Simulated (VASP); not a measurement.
SiC (zinc blende) at five volumes. All values below come from RPA correlation on PBE orbitals, VASP's PBE PAW potentials (set 64) (plane waves; VASP). Run with 500 eV cut-off, 6×6×6 Γ-centred mesh, Gaussian smearing of 0.010 eV, potentials Si_GW C_GW_new.

The mesh is coarse, so the correlation energy is not converged in k-points.

```json
[
 {"V (Å³/atom)": "9.531", "EXX (eV/atom)": "-12.4948", "RPA correlation (eV/atom)": "-6.5809"},
 {"V (Å³/atom)": "9.946", "EXX (eV/atom)": "-12.5366", "RPA correlation (eV/atom)": "-6.5818"},
 {"V (Å³/atom)": "10.360", "EXX (eV/atom)": "-12.5476", "RPA correlation (eV/atom)": "-6.5850"},
 {"V (Å³/atom)": "10.775", "EXX (eV/atom)": "-12.5329", "RPA correlation (eV/atom)": "-6.5906"},
 {"V (Å³/atom)": "11.189", "EXX (eV/atom)": "-12.4968", "RPA correlation (eV/atom)": "-6.5985"}
]
```

### Question
Add the two parts and fit a third-order Birch-Murnaghan equation of state.

### Answer
The totals are -19.0757, -19.1184, -19.1326, -19.1235, -19.0953 eV/atom, with V0 = 10.39 Å³/atom and B0 = 222 GPa.

The compound is SiC in the zinc blende structure.
